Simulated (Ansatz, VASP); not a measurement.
# Nb (Nb wire along [110], 17 atoms a period) in two plane-wave programs, part 2 of 2

Wanted: the spread between two codes on one cell, functional and k mesh. Of the first pair: The structure shown is the start of the Ansatz relaxation below; VASP solves that cell, so the two are compared at the walk's first step.

VASP 6.6.1 and Ansatz 0.2.0.

So far: Starting point; Ansatz: relaxation, PBE.

### Step 3. VASP: single point, PBE, start cell, pair 1

Level of this step: PBE; plane waves and PAW (Nb_sv) (VASP).

The same cell, functional, mesh and smearing now go to VASP, with its own data sets.

Lines of VASP's logs that name or quote its potential files are left out, and so is its time.

Contents of INCAR:

```
SYSTEM = Nb
PREC = Accurate
ENCUT = 400
EDIFF = 1E-06
NELM = 120
ISMEAR = -1
SIGMA = 0.05
LREAL = .FALSE.
ALGO = Normal
GGA = PE
NBANDS = 137
LASPH = .TRUE.
LORBIT = 11
LWAVE = .FALSE.
LCHARG = .FALSE.
ISIF = 2
GGA_COMPAT = .FALSE.
KPAR = 4
```

Contents of POSCAR:

```
Nb
1.0
   13.4200000000      0.0000000000      0.0000000000
    0.0000000000     16.1620000000      0.0000000000
    0.0000000000      0.0000000000      4.6810470000
Nb
17
Direct
    0.2533532042      0.5000000000      0.0000000000
    0.3766766021      0.6448164212      0.0000000000
    0.5000000000      0.5000000000      0.0000000000
    0.5000000000      0.7896329043      0.0000000000
    0.6233233979      0.6448164212      0.0000000000
    0.7466467958      0.5000000000      0.0000000000
    0.2533532042      0.3551835788      0.5000000000
    0.2533532042      0.6448164212      0.5000000000
    0.3766766021      0.5000000000      0.5000000000
    0.5000000000      0.3551835788      0.5000000000
    0.5000000000      0.6448164212      0.5000000000
    0.6233233979      0.5000000000      0.5000000000
    0.7466467958      0.3551835788      0.5000000000
    0.7466467958      0.6448164212      0.5000000000
    0.3766766021      0.3551835788      0.0000000000
    0.5000000000      0.2103670957      0.0000000000
    0.6233233979      0.3551835788      0.0000000000
```

Contents of KPOINTS:

```
Automatic mesh
0
Gamma
1 1 18
0 0 0
```

PAW data sets: Nb_sv (PBE family, release 64).

The run is started by

```console
$ mpirun -np 4 vasp_std
```

Numbers of over 12 decimals in the logs are rounded to 6 here.

Output:

```text
[banner, memory and clock lines left out]
running    4 mpi-ranks, on    1 nodes
 distrk:  each k-point on    1 cores,    4 groups
 distr:  one band on    1 cores,    1 groups

 POSCAR found type information on POSCAR Nb
 POSCAR found :  1 types and      17 ions
|                                                                             |
|               ----> ADVICE to this user running VASP <----                  |
|                                                                             |
|     You have a (more or less) 'large supercell' and for larger cells it     |
|     might be more efficient to use real-space projection operators.         |
|     Therefore, try LREAL= Auto in the INCAR file.                           |
|     Mind: For very accurate calculation, you might also keep the            |
|     reciprocal projection scheme (i.e. LREAL=.FALSE.).                      |
|                                                                             |

 LDA part: xc-table for (Slater+PW92), standard interpolation
 POSCAR, INCAR and KPOINTS ok, starting setup
 FFT: planning ... GRIDC
 FFT: planning ... GRID_SOFT
 FFT: planning ... GRID
 WAVECAR not read
 entering main loop
       N       E                     dE             d eps       ncg     rms          rms(c)
DAV:   1     0.196765929246E+04    0.19677E+04   -0.10937E+05  3572   0.119E+03
DAV:   2     0.827538141218E+02   -0.18849E+04   -0.18141E+04  3273   0.470E+02
DAV:   3    -0.143238966591E+03   -0.22599E+03   -0.21913E+03  4344   0.997E+01
DAV:   4    -0.172901651969E+03   -0.29663E+02   -0.29034E+02  5080   0.338E+01
DAV:   5    -0.175594577883E+03   -0.26929E+01   -0.26633E+01  4336   0.852E+00    0.299E+01
DAV:   6    -0.203551157700E+03   -0.27957E+02   -0.45235E+02  4256   0.439E+01    0.439E+01
DAV:   7    -0.151265826226E+03    0.52285E+02   -0.30023E+02  4200   0.390E+01    0.143E+01
DAV:   8    -0.151729318688E+03   -0.46349E+00   -0.73682E+01  4392   0.183E+01    0.116E+01
DAV:   9    -0.148558904203E+03    0.31704E+01   -0.13926E+01  4416   0.114E+01    0.933E+00
DAV:  10    -0.147498895782E+03    0.10600E+01   -0.62859E+00  4320   0.745E+00    0.643E+00
DAV:  11    -0.147146638793E+03    0.35226E+00   -0.11176E+00  4248   0.330E+00    0.466E+00
DAV:  12    -0.147017474580E+03    0.12916E+00   -0.74542E-01  4256   0.324E+00    0.265E+00
DAV:  13    -0.146963067715E+03    0.54407E-01   -0.58056E-01  4304   0.294E+00    0.838E-01
DAV:  14    -0.146951775594E+03    0.11292E-01   -0.17478E-01  4776   0.149E+00    0.540E-01
[...]
DAV:  20    -0.146967186079E+03   -0.29708E-03   -0.56504E-04  4344   0.491E-02    0.271E-02
DAV:  21    -0.146967487028E+03   -0.30095E-03   -0.95511E-05  3752   0.302E-02    0.218E-02
DAV:  22    -0.146967820711E+03   -0.33368E-03   -0.50777E-05  3608   0.169E-02    0.101E-02
DAV:  23    -0.146968035311E+03   -0.21460E-03   -0.23785E-05  3128   0.130E-02    0.597E-03
DAV:  24    -0.146968092507E+03   -0.57196E-04   -0.88038E-06  3128   0.805E-03    0.497E-03
DAV:  25    -0.146968117513E+03   -0.25006E-04   -0.34664E-06  2648   0.455E-03    0.349E-03
DAV:  26    -0.146968125380E+03   -0.78668E-05   -0.17037E-06  2504   0.337E-03    0.197E-03
DAV:  27    -0.146968126043E+03   -0.66297E-06   -0.38463E-07  2088   0.200E-03
   1 F= -.14696813E+03 E0= -.14687401E+03  d E =-.188228E+00
```

OUTCAR, selected parts (step 3):

```text
ion  position               nearest neighbor table
   1  0.253  0.500  0.000-   2 2.87  15 2.87   9 2.87   9 2.87
   2  0.377  0.645  0.000-   1 2.87   3 2.87   8 2.87   8 2.87  11 2.87  11 2.87   4 2.87
   3  0.500  0.500  0.000-   2 2.87   5 2.87  15 2.87  17 2.87   9 2.87  12 2.87   9 2.87  12 2.87

  LATTYP: Found a simple orthorhombic cell.
 ALAT       =     4.6810470000
 B/A-ratio  =     2.8668799950
 C/A-ratio  =     3.4526463845

 Subroutine GETGRP returns: Found  8 space group operations
 (whereof  8 operations were pure point group operations)

The static configuration has the point symmetry D_2h.

 Found     10 irreducible k-points:

   k-points           NKPTS =     10   k-points in BZ     NKDIM =     10   number of bands    NBANDS=    137

   dimension x,y,z NGX =    90 NGY =  108 NGZ =   32
   dimension x,y,z NGXF=   180 NGYF=  216 NGZF=   64

   ENCUT  =  400.0 eV  29.40 Ry    5.42 a.u.  21.88 26.36  7.63*2*pi/ulx,y,z

   NELECT =     221.0000    total number of electrons

 k-points in reciprocal lattice and weights: Automatic mesh
   0.00000000  0.00000000  0.00000000       0.056
   0.00000000  0.00000000  0.05555556       0.111
   0.00000000  0.00000000  0.11111111       0.111
   0.00000000  0.00000000  0.16666667       0.111
   0.00000000  0.00000000  0.22222222       0.111
   0.00000000  0.00000000  0.27777778       0.111
   0.00000000  0.00000000  0.33333333       0.111
   0.00000000  0.00000000  0.38888889       0.111
   0.00000000  0.00000000  0.44444444       0.111
   0.00000000  0.00000000  0.50000000       0.056

 average (electrostatic) potential at core
       1 -87.7130       2 -86.9647       3 -86.9196       4 -87.8242       5 -86.9647
       6 -87.7130       7 -87.7040       8 -87.7040       9 -86.9391      10 -87.2695
      11 -87.2695      12 -86.9391      13 -87.7040      14 -87.7040      15 -86.9647
      16 -87.8242      17 -86.9647

 E-fermi :   1.2022

 k-point     1 :       0.0000    0.0000    0.0000
  band No.  band energies     occupation
    ...
    108       0.9848      1.97444
    109       1.0261      1.94257
    110       1.0483      1.91185
    111       1.0588      1.89241
    112       1.0875      1.81661
    113       1.3355      0.12985
    114       1.4197      0.02547
    115       1.4691      0.00955
    116       1.6125      0.00054
    117       1.7578      0.00003
    ...

 k-point     2 :       0.0000    0.0000    0.0556
  band No.  band energies     occupation
    ...
    108       0.9826      1.97555
    109       0.9827      1.97546
    110       1.0529      1.90376
    111       1.0609      1.88797
    112       1.1606      1.39353
    113       1.3200      0.17295
    114       1.4355      0.01862
    115       1.4474      0.01472
    116       1.5918      0.00082
    117       1.6917      0.00011
    ...

 k-point     3 :       0.0000    0.0000    0.1111
  band No.  band energies     occupation
    ...
    107       0.9454      1.98830
    108       0.9658      1.98246
    109       0.9922      1.97042
    110       1.0191      1.94989
    111       1.0694      1.86865
    112       1.2783      0.35812
    113       1.2838      0.32706
    114       1.4118      0.02978
    115       1.4491      0.01423
    116       1.5361      0.00251
    ...

  Total      -28.4254232    -36.0318742    -35.8612950      0.0000000      0.0000000      0.0000000
  in kB      -44.8566567    -56.8599947    -56.5908128      0.0000000      0.0000000      0.0000000
  external PRESSURE =     -52.7691547 kB  Pullay stress =       0.0000000 kB

  energy-cutoff  :      400.00
  volume of cell :     1015.29
      direct lattice vectors                 reciprocal lattice vectors
    13.420000000  0.000000000  0.000000000     0.074515648  0.000000000  0.000000000
     0.000000000 16.162000000  0.000000000     0.000000000  0.061873531  0.000000000
     0.000000000  0.000000000  4.681047000     0.000000000  0.000000000  0.213627421

 POSITION                                       TOTAL-FORCE (eV/Angst)
 -----------------------------------------------------------------------------------
      3.40000      8.08100      0.00000         0.871569      0.000000     -0.000000
      5.05500     10.42152      0.00000        -0.391836      0.636839     -0.000000
      6.71000      8.08100      0.00000         0.000000      0.000000     -0.000000
      6.71000     12.76205      0.00000         0.000000     -3.598311     -0.000000
      8.36500     10.42152      0.00000         0.391836      0.636839      0.000000
     10.02000      8.08100      0.00000        -0.871569      0.000000     -0.000000
      3.40000      5.74048      2.34052         2.110306      1.549104     -0.000000
      3.40000     10.42152      2.34052         2.110306     -1.549104     -0.000000
      5.05500      8.08100      2.34052        -1.372808      0.000000     -0.000000
      6.71000      5.74048      2.34052         0.000000     -1.651339     -0.000000
      6.71000     10.42152      2.34052         0.000000      1.651339      0.000000
      8.36500      8.08100      2.34052         1.372808      0.000000      0.000000
     10.02000      5.74048      2.34052        -2.110306      1.549104     -0.000000
     10.02000     10.42152      2.34052        -2.110306     -1.549104      0.000000
      5.05500      5.74048      0.00000        -0.391836     -0.636839     -0.000000
      6.71000      3.39995      0.00000         0.000000      3.598311      0.000000
      8.36500      5.74048      0.00000         0.391836     -0.636839      0.000000
 -----------------------------------------------------------------------------------
    total drift:                                0.000000     -0.000000     -0.000000

  FREE ENERGIE OF THE ION-ELECTRON SYSTEM (eV)
  ---------------------------------------------------
  free  energy   TOTEN  =      -146.9681260431 eV

  energy  without entropy=     -146.7798980776  energy(sigma->0) =     -146.87401206

 total charge
# of ion       s       p       d       tot
------------------------------------------
    1        2.204   5.950   2.407  10.561
    2        2.217   5.981   2.474  10.671
    3        2.215   6.002   2.485  10.702
    4        2.202   5.882   2.505  10.589
    5        2.217   5.981   2.474  10.671
    6        2.204   5.950   2.407  10.561
    7        2.211   5.901   2.496  10.608
    8        2.211   5.901   2.496  10.608
    9        2.217   6.011   2.450  10.677
   10        2.206   5.994   2.385  10.585
   11        2.206   5.994   2.385  10.585
   12        2.217   6.011   2.450  10.677
   13        2.211   5.901   2.496  10.608
   14        2.211   5.901   2.496  10.608
   15        2.217   5.981   2.474  10.671
   16        2.202   5.882   2.505  10.589
   17        2.217   5.981   2.474  10.671
--------------------------------------------------
tot         37.582 101.206  41.857 180.644

[... 3 further parts left out ...]
```

### Step 4. Differences

Known differences besides the potentials themselves: the cutoff is 420 eV in Ansatz and 400 eV in VASP. Total energies have different zeros and are not compared.

Forces on 9 of the 17 atoms, those with the largest forces and the largest differences (eV/Å; atoms numbered as in POSCAR):

```
atom         Ansatz x, y, z           VASP x, y, z
 Nb1    0.863, 0.000, 0.000    0.872, 0.000, 0.000
 Nb4   0.000, -3.590, 0.000   0.000, -3.598, 0.000
 Nb6   -0.863, 0.000, 0.000   -0.872, 0.000, 0.000
 Nb7    2.104, 1.546, 0.000    2.110, 1.549, 0.000
 Nb8   2.104, -1.546, 0.000   2.110, -1.549, 0.000
Nb10   0.000, -1.654, 0.000   0.000, -1.651, 0.000
Nb13   -2.104, 1.546, 0.000   -2.110, 1.549, 0.000
Nb14  -2.104, -1.546, 0.000  -2.110, -1.549, 0.000
Nb16    0.000, 3.590, 0.000    0.000, 3.598, 0.000
```

The forces differ by 4.0 meV/Å r.m.s., which is 0.4 % of the r.m.s. force of 1.140 eV/Å (both taken over all components).

### Step 5. Ansatz: relaxation, PBE

This run makes the geometry at which the two programs are then compared. The cell compared in this pair holds 933.12 Å³, against 1015.29 Å³ for the pair before.

The structure compared here is the end of the Ansatz relaxation.

Contents of input.yaml:

```yaml
crystal:
  lattice:
    - [13.42, 0.0, 0.0]
    - [0.0, 16.162, 0.0]
    - [0.0, 0.0, 4.6810468915]
  atoms:
    - { symbol: Nb, position: [0.253353204, 0.500002901, 0.0] }
    - { symbol: Nb, position: [0.376676602, 0.64481935, 0.0] }
    - { symbol: Nb, position: [0.5, 0.500002901, 0.0] }
    - { symbol: Nb, position: [0.5, 0.789635799, 0.0] }
    - { symbol: Nb, position: [0.623323398, 0.64481935, 0.0] }
    - { symbol: Nb, position: [0.746646796, 0.500002901, 0.0] }
    - { symbol: Nb, position: [0.253353204, 0.355186453, 0.5] }
    - { symbol: Nb, position: [0.253353204, 0.64481935, 0.5] }
    - { symbol: Nb, position: [0.376676602, 0.500002901, 0.5] }
    - { symbol: Nb, position: [0.5, 0.355186453, 0.5] }
    - { symbol: Nb, position: [0.5, 0.64481935, 0.5] }
    - { symbol: Nb, position: [0.623323398, 0.500002901, 0.5] }
    - { symbol: Nb, position: [0.746646796, 0.355186453, 0.5] }
    - { symbol: Nb, position: [0.746646796, 0.64481935, 0.5] }
    - { symbol: Nb, position: [0.376676602, 0.355186453, 0.0] }
    - { symbol: Nb, position: [0.5, 0.210370004, 0.0] }
    - { symbol: Nb, position: [0.623323398, 0.355186453, 0.0] }
kpoints:
  mp_grid: { grid: [1, 1, 18] }
scf:
  occupations: { method: fermi_dirac, width: 0.05 }
hamiltonian:
  xc: pbe
  pseudopotentials: { kind: paw, azcp: { folder: soft_1 } }
relax:
  cell: { fix: [a, b, alpha, beta, gamma] }
  max_steps: 45
  f_tol: 0.03
```

The run is started by

```console
$ ansatz run input.yaml --threads 4 --pin off --max-ram 16384MiB --backend cpu --events-out ev --progress --plain --runs-dir out
```

Output:

```text
[...]
Crystal: 17 atoms, lattice volume = 1015.291 Å³
Basis set: ecut = 420 eV, 19809 PW (Γ), exchange–correlation on 180×240×64 points (8 copies of the dense FFT grid, shifted against one another)
Bands: 133, of which v1, the nominal top of the filled ones, is band 111 counted from 1 (110 counted from 0)
Symmetry: 8 space group operations
[...]
k-points: 10 of 18
[...]
- { symbol: Nb, position: [0.632066, 0.645741, 0.0] }
    - { symbol: Nb, position: [0.757275, 0.5, 0.0] }
    - { symbol: Nb, position: [0.246390, 0.383694, 0.5] }
    - { symbol: Nb, position: [0.246390, 0.616306, 0.5] }
[...]
- { symbol: Nb, position: [0.753610, 0.616306, 0.5] }
    - { symbol: Nb, position: [0.367934, 0.354259, 0.0] }
    - { symbol: Nb, position: [0.5, 0.233496, 0.0] }
    - { symbol: Nb, position: [0.632066, 0.354259, 0.0] }
[key lines of the parts left out:]
SCF converged after 7 iterations
Free energy (F): -77367.176324 eV
Fermi energy:    3.477395 eV
P = ⅓ Tr σ = -0.0381 GPa (-0.381 kbar)
```

### Step 6. VASP: single point, PBE, relaxed cell, pair 2

The same cell, functional, mesh and smearing now go to VASP, with its own data sets.

INCAR: that of step 3 with these lines changed.

```diff
@@ -2,3 +2,3 @@
 PREC = Accurate
-ENCUT = 400
+ENCUT = 500
 EDIFF = 1E-06
```

Contents of POSCAR:

```
Nb
1.0
   13.4200000000      0.0000000000      0.0000000000
    0.0000000000     16.1620000000      0.0000000000
    0.0000000000      0.0000000000      4.3022057690
Nb
17
Direct
    0.2427250884      0.5000000000      0.0000000000
    0.3679339120      0.6457407690      0.0000000000
    0.5000000000      0.5000000000      0.0000000000
    0.5000000000      0.7665043824      0.0000000000
    0.6320660880      0.6457407690      0.0000000000
    0.7572749116      0.5000000000      0.0000000000
    0.2463903175      0.3836938578      0.5000000000
    0.2463903175      0.6163061422      0.5000000000
    0.3828506631      0.5000000000      0.5000000000
    0.5000000000      0.3460258867      0.5000000000
    0.5000000000      0.6539741133      0.5000000000
    0.6171493369      0.5000000000      0.5000000000
    0.7536096825      0.3836938578      0.5000000000
    0.7536096825      0.6163061422      0.5000000000
    0.3679339120      0.3542592310      0.0000000000
    0.5000000000      0.2334956176      0.0000000000
    0.6320660880      0.3542592310      0.0000000000
```

KPOINTS is that of step 3.

The run is started by

```console
$ mpirun -np 4 vasp_std
```

Output:

```text
[banner, memory and clock lines left out]
running    4 mpi-ranks, on    1 nodes
[...]
[... a notice as in an earlier step ...]

 LDA part: xc-table for (Slater+PW92), standard interpolation
 POSCAR, INCAR and KPOINTS ok, starting setup
[...]
entering main loop
       N       E                     dE             d eps       ncg     rms          rms(c)
DAV:   1     0.248449572825E+04    0.24845E+04   -0.11842E+05  3436   0.141E+03
DAV:   2     0.107730442035E+03   -0.23768E+04   -0.22915E+04  3443   0.577E+02
DAV:   3    -0.139537688655E+03   -0.24727E+03   -0.23957E+03  4312   0.118E+02
DAV:   4    -0.171089465810E+03   -0.31552E+02   -0.30825E+02  5136   0.378E+01
[...]
DAV:  25    -0.151506074019E+03   -0.17781E-04   -0.21009E-06  2464   0.395E-03    0.147E-03
DAV:  26    -0.151506079136E+03   -0.51171E-05   -0.79472E-07  2216   0.272E-03    0.957E-04
DAV:  27    -0.151506079635E+03   -0.49895E-06   -0.39695E-07  2136   0.222E-03
   1 F= -.15150608E+03 E0= -.15138818E+03  d E =-.235792E+00
```

From OUTCAR (step 6):

```text
  Total       -1.3109135     -0.4813284     -0.8082047      0.0000000      0.0000000     -0.0000000
  in kB       -2.2508461     -0.8264436     -1.3876922      0.0000000      0.0000000     -0.0000000
  external PRESSURE =      -1.4883273 kB  Pullay stress =       0.0000000 kB

 POSITION                                       TOTAL-FORCE (eV/Angst)
 -----------------------------------------------------------------------------------
      3.25737      8.08100      0.00000         0.015030     -0.000000      0.000000
      4.93767     10.43646      0.00000        -0.002478     -0.033304     -0.000000
      6.71000      8.08100      0.00000         0.000000     -0.000000      0.000000
      6.71000     12.38824      0.00000         0.000000      0.006529      0.000000
      8.48233     10.43646      0.00000         0.002478     -0.033304      0.000000
     10.16263      8.08100      0.00000        -0.015030     -0.000000      0.000000
      3.30656      6.20126      2.15110         0.007572     -0.003154     -0.000000
      3.30656      9.96074      2.15110         0.007572      0.003154     -0.000000
      5.13786      8.08100      2.15110         0.001268     -0.000000      0.000000
      6.71000      5.59247      2.15110         0.000000     -0.011691      0.000000
      6.71000     10.56953      2.15110         0.000000      0.011691      0.000000
      8.28214      8.08100      2.15110        -0.001268     -0.000000      0.000000
     10.11344      6.20126      2.15110        -0.007572     -0.003154      0.000000
     10.11344      9.96074      2.15110        -0.007572      0.003154     -0.000000
[...]
-----------------------------------------------------------------------------------
    total drift:                               -0.000000     -0.000000      0.000000

  FREE ENERGIE OF THE ION-ELECTRON SYSTEM (eV)
  ---------------------------------------------------
  free  energy   TOTEN  =      -151.5060796352 eV

  energy  without entropy=     -151.2702879385  energy(sigma->0) =     -151.38818379

[... 1 part as in an earlier step ...]

[... 2 further parts left out ...]
[key lines of the parts left out:]
E-fermi :   1.3034
```

### Step 7. Differences

What differs besides the data sets and the points named for the pairs above, as far as they apply: the cutoff is 420 eV in Ansatz and 500 eV in VASP; Ansatz's pressure holds a Pulay correction, VASP's none. Total energies have different zeros and are not compared.

The two programs side by side:

| quantity | Ansatz | VASP | difference |
| --- | --- | --- | --- |
| pressure (GPa) | -0.04 | -0.15 | +0.11 |

At this near-relaxed geometry the largest component of a force difference is 18 meV/Å.

### Step 8. Results

```json
{
  "r.m.s. force difference (single point, PBE, start cell, pair 1)": "0.35 % of the r.m.s. force",
  "difference in pressure (single point, PBE, relaxed cell, pair 2)": "0.11 GPa",
  "r.m.s. force difference (single point, PBE, relaxed cell, pair 2)": "6.4 meV/Å"
}
```

The r.m.s. force difference is 6.4 meV/Å (single point, PBE, relaxed cell, pair 2), within the 12 meV/Å picked in this series as the mark of a large difference. How closely two codes agree says nothing of how well the functional describes the real material.

[Lines on the potential files, build, host, timing and source positions are cut from VASP's logs without a mark.]

[Logs are printed without paths, hosts, clocks, repeated set-up lines and the standing remarks that a program may print on its own settings, such as how far it seeks lower states.]

[Hosts, paths, dates, database ids (printed as entryN), source tags and the programs' standing remarks are cut or masked in the printed files.]
